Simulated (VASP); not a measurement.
# LiCe3Ni (Cmcm) in VASP: single point with PBE

Aim: the single point of LiCe3Ni with PBE.

Everything below comes from runs of VASP 6.6.1. Logs are shortened: lines on timing, memory, paths and dates and some standing lists are left out, and cuts for length are marked.

### Step 1. The structure

It takes space group Cmcm (No. 63, orthorhombic). The conventional cell has a = 3.862 Å, b = 12.564 Å, c = 9.180 Å, α = 90.00°, β = 90.00°, γ = 90.00°. Li (site symmetry m2m) is surrounded by 8 Ce at 2.80 to 3.18 Å. Around Ni (site symmetry 2/m) lie 6 Ce at 2.53 to 2.56 Å. Around Ce (site symmetry m2m) lie 2 Ni at 2.53 Å and 2 Li at 2.80 Å. Ce (site symmetry m) has 2 Ni at 2.56 Å as nearest neighbours.

The cell was built by a generator and needn't be a form met in nature.

### Step 2. Single point, PBE, collinear spin, twin_end start

Input file INCAR:

```
SYSTEM = LiCe3Ni
PREC = Accurate ; ENCUT = 520
EDIFF = 1E-7 ; ISMEAR = -1
SIGMA = 0.1 ; LREAL = .FALSE.
LASPH = .TRUE. ; NELM = 150
ALGO = Normal ; ISIF = 2
LWAVE = .FALSE. ; LCHARG = .FALSE.
ISPIN = 2 ; MAGMOM = 0.03 0.03 -0.01 -0.01 0.21 0.21 0.39 0.39 0.39 0.39
LORBIT = 11 ; LMAXMIX = 6
GGA = PE ; NBANDS = 64
```

Input file KPOINTS:

```
Automatic mesh
0
G
  5 3 2
  0 0 0
```

Input file POSCAR:

```
LiCe3Ni
1.0
    3.8616427500      0.0000000000      0.0000000000
    1.9308213800     -6.2819651400      0.0000000000
    0.0000000000      0.0000000000     -9.1795446400
Li Ni Ce
2 2 6
Direct
    0.7457000000      0.5086000000      0.7500000000
    0.2543000000      0.4914000000      0.2500000000
    0.0000000000      0.0000000000      0.0000000000
    0.0000000000      0.0000000000      0.5000000000
    0.0842000000      0.8316000000      0.7500000000
    0.9158000000      0.1684000000      0.2500000000
    0.6278000000      0.7444000000      0.0563000000
    0.3722000000      0.2556000000      0.5563000000
    0.3722000000      0.2556000000      0.9437000000
    0.6278000000      0.7444000000      0.4437000000
```

Potentials or basis: VASP PAW PBE potentials, release 64 (Li_sv, Ni, Ce).

The run is started by

```bash
$ cat potpaw_PBE.64/Li_sv/POTCAR potpaw_PBE.64/Ni/POTCAR potpaw_PBE.64/Ce/POTCAR > POTCAR
$ mpirun -np 1 vasp_std > vasp.out
```

OUTCAR:

```text
SYSTEM = LiCe3Ni
   PREC = Accurate
   ENCUT = 520
   EDIFF = 1E-7
   ISMEAR = -1
   LREAL = .FALSE.
   LASPH = .TRUE.
   NELM = 150
   ISIF = 2
   ISPIN = 2
   LORBIT = 11
   GGA = PE

 ion  position               nearest neighbor table
   1  0.746  0.509  0.750-   5 2.80   5 2.80
   2  0.254  0.491  0.250-   6 2.80   6 2.80
   3  0.000  0.000  0.000-   5 2.53   6 2.53   7 2.56   9 2.56   9 2.56   7 2.56
   4  0.000  0.000  0.500-   5 2.53   6 2.53  10 2.56   8 2.56  10 2.56   8 2.56
   5  0.084  0.832  0.750-   3 2.53   4 2.53   1 2.80   1 2.80
   6  0.916  0.168  0.250-   3 2.53   4 2.53   2 2.80   2 2.80
   7  0.628  0.744  0.056-   3 2.56   3 2.56
   8  0.372  0.256  0.556-   4 2.56   4 2.56
   9  0.372  0.256  0.944-   3 2.56   3 2.56
  10  0.628  0.744  0.444-   4 2.56   4 2.56

  LATTYP: Found a base centered orthorhombic cell.
 ALAT       =     3.8616427500
 B/A-ratio  =     3.2535195753
 C/A-ratio  =     2.3771087162

  Lattice vectors:

 A1 = (   1.9308213700,   6.2819651400,   0.0000000000)
 A2 = (   1.9308213800,  -6.2819651400,   0.0000000000)
 A3 = (   0.0000000000,   0.0000000000,  -9.1795446400)

Analysis of symmetry for initial positions (statically):
=====================================================================
 Subroutine PRICEL returns:
 Original cell was already a primitive cell.

 Routine SETGRP: Setting up the symmetry group for a
 base centered orthorhombic supercell.

 Subroutine GETGRP returns: Found  8 space group operations
 (whereof  4 operations were pure point group operations)
 out of a pool of  8 trial point group operations.

The static configuration has the point symmetry C_2h.
 The point group associated with its full space group is D_2h.

Analysis of symmetry for dynamics (positions and initial velocities):
=====================================================================
 Subroutine PRICEL returns:
 Original cell was already a primitive cell.

 Routine SETGRP: Setting up the symmetry group for a
 base centered orthorhombic supercell.

 Subroutine GETGRP returns: Found  8 space group operations
 (whereof  4 operations were pure point group operations)
 out of a pool of  8 trial point group operations.

The dynamic configuration has the point symmetry C_2h.
 The point group associated with its full space group is D_2h.

Analysis of structural, dynamic, and magnetic symmetry:
=====================================================================
 Subroutine PRICEL returns:
 Original cell was already a primitive cell.

 Routine SETGRP: Setting up the symmetry group for a
 base centered orthorhombic supercell.

 Subroutine GETGRP returns: Found  8 space group operations
 (whereof  4 operations were pure point group operations)
 out of a pool of  8 trial point group operations.

The overall configuration has the point symmetry C_2h.
 The point group associated with its full space group is D_2h.

 Subroutine INISYM returns: Found  8 space group operations
 (whereof  4 operations are pure point group operations),
 and found     1 'primitive' translations

----------------------------------------------------------------------------------------

                                     Primitive cell

  volume of cell :     222.6839

  direct lattice vectors                    reciprocal lattice vectors
[... 97 lines left out ...]
 -0.200000  0.333333  0.500000      2.000000
   k-points           NKPTS =     16   k-points in BZ     NKDIM =     16   number of bands    NBANDS=     64
   number of dos      NEDOS =    301   number of ions     NIONS =     10
   total plane-waves  NPLWV = 105000
   dimension x,y,z NGX =    30 NGY =   50 NGZ =   70
   dimension x,y,z NGXF=    60 NGYF=  100 NGZF=  140
   ions per type =               2   2   6
   NGX,Y,Z   is equivalent  to a cutoff of  12.92, 12.65, 12.68 a.u.
   NGXF,Y,Z  is equivalent  to a cutoff of  25.83, 25.30, 25.35 a.u.
 SYSTEM =  LiCe3Ni
   PREC   = accura    normal or accurate (medium, high low for compatibility)
   ISTART =      0    job   : 0-new  1-cont  2-samecut
   ICHARG =      2    charge: 1-file 2-atom 10-const
   ISPIN  =      2    spin polarized calculation?
   LNONCOLLINEAR =      F non collinear calculations
   LSORBIT =      F    spin-orbit coupling
   LASPH  =      T    aspherical Exc in radial PAW
   ENCUT  =  520.0 eV  38.22 Ry    6.18 a.u.   7.18 12.22 17.07*2*pi/ulx,y,z
   NELM   =    150;   NELMIN=  2; NELMDL= -5     # of ELM steps
   EDIFF  = 0.1E-06   stopping-criterion for ELM
   LREAL  =      F    real-space projection
   EDIFFG = 0.1E-05   stopping-criterion for IOM
   NSW    =      0    number of steps for IOM
   IBRION =     -1    ionic relax: 0-MD 1-quasi-New 2-CG
   NFREE  =      0    steps in history (QN), initial steepest desc. (CG)
   ISIF   =      2    stress and relaxation
   ISYM   =      2    0-nonsym 1-usesym 2-fastsym
   POTIM  = 0.5000    time-step for ionic-motion
   TEBEG  =    0.0;   TEEND  =   0.0 temperature during run
   PSTRESS=    0.0 pullay stress
   NELECT =      98.0000    total number of electrons
   NUPDOWN=      -1.0000    fix difference up-down
   EMIN   =  10.00;   EMAX   =-10.00  energy-range for DOS
   EFERMI =   0.00;   METHOD = LEGACY
   ISMEAR =    -1;   SIGMA  =   0.10  broadening in eV -4-tet -1-fermi 0-gaus
   EFERMI_NEDOS =   21; number of points for ismear=-14 and -15
   IALGO  =     38    algorithm
   IMIX   =      4    mixing-type and parameters
     AMIX     =   0.40;   BMIX     =  1.00
     AMIX_MAG =   1.60;   BMIX_MAG =  1.00
  volume/ion in A,a.u.               =      22.27       150.27
  Fermi-wavevector in a.u.,A,eV,Ry     =   1.245243  2.353167 21.097587  1.550629
  Thomas-Fermi vector in A             =   2.379473
   LORBIT       =     11    0 simple, 1 ext, 2 COOP (PROOUT), +10 PAW based schemes
   GGA     = PE    functional components
   LHFCALC =     F    Hartree Fock is set to
   AEXX    =    0.0000 exact exchange contribution
   IVDW    =     0    specifies the selected vdW correction
   LEPSILON=     F    determine dielectric tensor
   LRPA    =     F    only Hartree local field effects (RPA)
 spin polarized calculation
  energy-cutoff  :      520.00
  volume of cell :      222.68
 maximum number of plane-waves:      6016
 NGX is ok and might be reduce to    30
   NGX = 15   NGY = 25   NGZ = 35

 number of electron      97.9999972 magnetization       2.3189974

 Free energy of the ion-electron system (eV)
  ---------------------------------------------------
  ext. energy  EPLUGINS =         0.00000000
  ---------------------------------------------------
  free energy    TOTEN  =       -47.16444183 eV

  energy without entropy =      -46.16427753  energy(sigma->0) =      -46.66435968

 E-fermi :   7.8856     XC(G=0): -10.6768

 val. band max:        7.8828351765   @ k =   0.4000   0.3333   0.5000
 cond. band min:       7.8867654925   @ k =   0.2000   0.0000   0.0000
 fundamental gap:      0.0039303159
 Fermi energy:         7.8856395056

 spin component 1

 k-point     1 :       0.0000    0.0000    0.0000
  band No.  band energies     occupation
      1     -37.9751      1.00000
      2     -37.9751      1.00000
      3     -26.7815      1.00000
      4     -26.6647      1.00000
      5     -26.5977      1.00000
      6     -26.5242      1.00000
[... 1013 lines left out ...]
     60       8.2233      0.03303
     61       8.2506      0.02534
 Fermi energy:         7.8856395056

 spin component 2

 k-point     1 :       0.0000    0.0000    0.0000
  band No.  band energies     occupation
      1     -37.9665      1.00000
      2     -37.9664      1.00000
      3     -26.6292      1.00000
      4     -26.4842      1.00000
      5     -26.4645      1.00000
      6     -26.3611      1.00000
[... 1013 lines left out ...]
     60       8.4085      0.00533
     61       8.4263      0.00447
 [bands above 61 left out]

------------------------ aborting loop because EDIFF is reached ----------------------------------------

  FORCE on cell =-STRESS in cart. coord.  units (eV):
  Direction    XX          YY          ZZ          XY          YZ          ZX
  --------------------------------------------------------------------------------------
  -------------------------------------------------------------------------------------
  Total       17.2370410     15.2694178     15.4083462     -0.0000000     -0.0000000      0.0000000
  in kB      124.0179488    109.8611918    110.8607616     -0.0000001     -0.0000000      0.0000000
  external PRESSURE =     114.9133007 kB  Pullay stress =       0.0000000 kB

 VOLUME and BASIS-vectors are now :
 -----------------------------------------------------------------------------
  energy-cutoff  :      520.00
  volume of cell :      222.68
      direct lattice vectors                 reciprocal lattice vectors
     3.861642750  0.000000000  0.000000000     0.258957150  0.079592928  0.000000000
     1.930821380 -6.281965140  0.000000000     0.000000000 -0.159185856  0.000000000
     0.000000000  0.000000000 -9.179544640     0.000000000  0.000000000 -0.108937866

 POSITION                                       TOTAL-FORCE (eV/Angst)
 -----------------------------------------------------------------------------------
      3.86164     -3.19501     -6.88466        -0.000000      0.715473     -0.000000
      1.93082     -3.08696     -2.29489         0.000000     -0.715473      0.000000
      0.00000      0.00000      0.00000         0.000000      0.000000      0.000000
      0.00000      0.00000     -4.58977        -0.000000      0.000000      0.000000
      1.93082     -5.22408     -6.88466        -0.000000      0.050117      0.000000
      3.86164     -1.05788     -2.29489         0.000000     -0.050117      0.000000
      3.86164     -4.67629     -0.51681        -0.000000      1.238698     -0.405906
      1.93082     -1.60567     -5.10658         0.000000     -1.238698     -0.405906
      1.93082     -1.60567     -8.66274         0.000000     -1.238698      0.405906
      3.86164     -4.67629     -4.07296        -0.000000      1.238698      0.405906
 -----------------------------------------------------------------------------------
    total drift:                                0.000000     -0.000000     -0.000000

  FREE ENERGIE OF THE ION-ELECTRON SYSTEM (eV)
  ---------------------------------------------------
  free  energy   TOTEN  =       -47.1644418292 eV

  energy  without entropy=      -46.1642775265  energy(sigma->0) =      -46.66435968

 total charge

# of ion       s       p       d       f       tot
--------------------------------------------------
    1        2.066   0.084   0.000   0.000   2.150
    2        2.066   0.084   0.000   0.000   2.150
    3        0.751   0.493   8.445   0.000   9.689
    4        0.751   0.493   8.445   0.000   9.689
    5        2.105   5.592   1.191   1.020   9.909
    6        2.105   5.592   1.191   1.020   9.909
    7        2.103   5.599   1.147   1.014   9.864
    8        2.103   5.599   1.147   1.014   9.864
    9        2.103   5.599   1.147   1.014   9.864
   10        2.103   5.599   1.147   1.014   9.864
--------------------------------------------------
tot         18.257  34.734  23.860   6.098  82.949

 magnetization (x)

# of ion       s       p       d       f       tot
--------------------------------------------------
    1        0.001   0.004   0.000   0.000   0.005
    2        0.001   0.004   0.000   0.000   0.005
    3       -0.001   0.009  -0.013   0.000  -0.005
    4       -0.001   0.009  -0.013   0.000  -0.005
    5        0.000   0.003   0.025   0.148   0.176
    6        0.000   0.003   0.025   0.148   0.176
    7        0.002   0.003   0.046   0.324   0.374
    8        0.002   0.003   0.046   0.324   0.374
    9        0.002   0.003   0.046   0.324   0.374
   10        0.002   0.003   0.046   0.324   0.374
--------------------------------------------------
tot          0.006   0.042   0.208   1.592   1.848
```

Run time: 45 min. Hardware: 1 thread of Intel Xeon Platinum 8488C (Sapphire Rapids), shared host; peak memory 0.58 GiB.

What came out:

| Quantity | Value |
| --- | --- |
| Free energy | -47.1644 eV |
| Largest force | 1.304 eV/Å |
| Band gap on the k mesh | none (metal or under the smearing width) |
| Net moment | 2.32 μB per cell |
| Site moments | Li +0.01; Ni -0.01; Ce +0.18, +0.37 μB |
| Valence electrons inside the program's atomic spheres | Li 2.15; Ni 9.69; Ce 9.91, 9.86 |

Forces in eV/Å, atoms in the order of the input:
```
Li   0.000  0.715  0.000
Li   0.000 -0.715  0.000
Ni   0.000  0.000  0.000
Ni   0.000  0.000  0.000
Ce   0.000  0.050  0.000
Ce   0.000 -0.050  0.000
Ce   0.000  1.239 -0.406
Ce   0.000 -1.239 -0.406
Ce   0.000 -1.239  0.406
Ce   0.000  1.239  0.406
```

Levels at points of the mesh, in eV from the Fermi level:
Spin up:
```tsv
k point	band 46	band 47	band 48	band 49	band 50	band 51	band 52	band 53	band 54	band 55
(0.00, 0.00, 0.00)	-0.39	-0.30	-0.08	-0.06	-0.01	0.03	0.09	0.14	0.22	0.26
(0.00, 0.00, 0.50)	-0.64	-0.18	-0.18	0.05	0.05	0.16	0.16	0.20	0.20	0.23
```
Spin down:
```
           k point  band 46  band 47  band 48  band 49  band 50  band 51
(0.00, 0.00, 0.00)    -0.26    -0.19     0.05     0.12     0.15     0.24
(0.00, 0.00, 0.50)    -0.51    -0.06    -0.06     0.25     0.25     0.36
```

Caveat: the cutoff is under 1.25 times the usual one of these potentials, so pressure, stress and relaxed cells hold a basis-set (Pulay) error; the magnetic or orbital state may not be the lowest; spin-orbit coupling is left out, which moves the levels of the heavy elements; without U or exact exchange the open f shell lies at the Fermi level, which spoils levels, moments and volumes; forces of over 1 eV/Å show positions far from the minimum, so gaps and moduli don't describe the material at rest. The state reached can hang on the start; a lower one may exist.
